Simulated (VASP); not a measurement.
Method: PBE GGA, VASP's PBE PAW potentials (set 64) (plane waves; VASP).

A VASP calculation is set up with these files.

POSCAR:
```
PtSe2
1.0
  1.8151870000  -3.2568990000   0.0000000000
  1.8151870000   3.2568990000   0.0000000000
  0.0000000000   0.0000000000   5.1615400000
Pt Se
1 2
Direct
  0.0000000000   0.0000000000   0.0000000000
  0.3333330000   0.6666670000   0.2550000000
  0.6865150000   0.3531810000   0.7450000000
```

**KPOINTS**
```
Automatic mesh
0
Gamma
6 6 4
0 0 0
```

### INCAR
```
SYSTEM  =  PtSe2
PREC  =  Accurate; ENCUT  =  400; LREAL  =  .FALSE.
LASPH  =  .TRUE.; NELECT  =  22.5
EDIFF  =  1E-6; NELM  =  100; ALGO  =  Normal
LMAXMIX  =  6
ISMEAR  =  0; SIGMA  =  0.05
GGA  =  PE
ISIF  =  2
LWAVE  =  .FALSE.; LCHARG  =  .FALSE.
```

POTCAR, in this order: Pt Se (PBE.64 set). Program: vasp_std.

Output

File OSZICAR:
```
       N       E                     dE             d eps       ncg     rms          rms(c)
DAV:   1     0.104714794970E+03    0.10471E+03   -0.89269E+03  2328   0.105E+03
DAV:   2    -0.747180473240E+01   -0.11219E+03   -0.11016E+03  2966   0.219E+02
DAV:   3    -0.112968140378E+02   -0.38250E+01   -0.38069E+01  2777   0.442E+01
DAV:   4    -0.113240960484E+02   -0.27282E-01   -0.27187E-01  2840   0.400E+00
DAV:   5    -0.113244187324E+02   -0.32268E-03   -0.32268E-03  2833   0.407E-01    0.143E+01
DAV:   6    -0.108752012104E+02    0.44922E+00   -0.28564E+00  2301   0.173E+01    0.842E+00
DAV:   7    -0.107992102784E+02    0.75991E-01   -0.61028E-01  2308   0.828E+00    0.428E+00
DAV:   8    -0.107788773328E+02    0.20333E-01   -0.38827E-02  2791   0.207E+00    0.585E-01
DAV:   9    -0.107781466241E+02    0.73071E-03   -0.70817E-03  2553   0.839E-01    0.129E-01
DAV:  10    -0.107782764970E+02   -0.12987E-03   -0.11304E-03  2784   0.318E-01    0.526E-02
DAV:  11    -0.107782699655E+02    0.65316E-05   -0.10737E-04  2756   0.111E-01    0.314E-02
DAV:  12    -0.107782760110E+02   -0.60456E-05   -0.14461E-05  2623   0.329E-02    0.683E-03
DAV:  13    -0.107782762621E+02   -0.25108E-06   -0.40437E-06  2884   0.186E-02
   1 F= -.10778276E+02 E0= -.10777490E+02  d E =-.157323E-02
```

OUTCAR:
```
------------------------ aborting loop because EDIFF is reached ----------------------------------------
  FORCE on cell =-STRESS in cart. coord.  units (eV):
  Direction    XX          YY          ZZ          XY          YZ          ZX
  --------------------------------------------------------------------------------------
  Total       10.8484897      9.2230654      8.2203030      0.4014617      0.5853841      0.6381017
  in kB      284.8032282    242.1312879    215.8059675     10.5394942     15.3679723     16.7519573
  external PRESSURE =     247.5801612 kB  Pullay stress =       0.0000000 kB
  volume of cell :       61.03
      direct lattice vectors                 reciprocal lattice vectors
     1.815187000 -3.256899000  0.000000000     0.275453714 -0.153520266  0.000000000
     1.815187000  3.256899000  0.000000000     0.275453714  0.153520266  0.000000000
     0.000000000  0.000000000  5.161540000     0.000000000  0.000000000  0.193740628
 POSITION                                       TOTAL-FORCE (eV/Angst)
 -----------------------------------------------------------------------------------
      0.00000      0.00000      0.00000         0.591892      0.043418      0.048485
      1.81519      1.08564      1.31619         0.015859      0.153778      0.646840
      1.88724     -1.08564      3.84535        -0.607751     -0.197196     -0.695325
 -----------------------------------------------------------------------------------
    total drift:                                0.000000      0.000002     -0.000003
  FREE ENERGIE OF THE ION-ELECTRON SYSTEM (eV)
  ---------------------------------------------------
  free  energy   TOTEN  =       -10.7782762621 eV

  energy  without entropy=      -10.7767030298  energy(sigma->0) =      -10.77748965
```
(Selected blocks of OUTCAR.)

The cell is charged, with a uniform compensating background.

The compound is PtSe2 in the 1T layered structure. The cell was not relaxed at this level, atoms are displaced from their ideal sites. The k-mesh is coarse (spacing up to 0.33 per Å, 2π included), so the numbers may not be converged in it. The run is one of a series of settings (NELECT = 22.5 against the base run), some of them coarse on purpose.
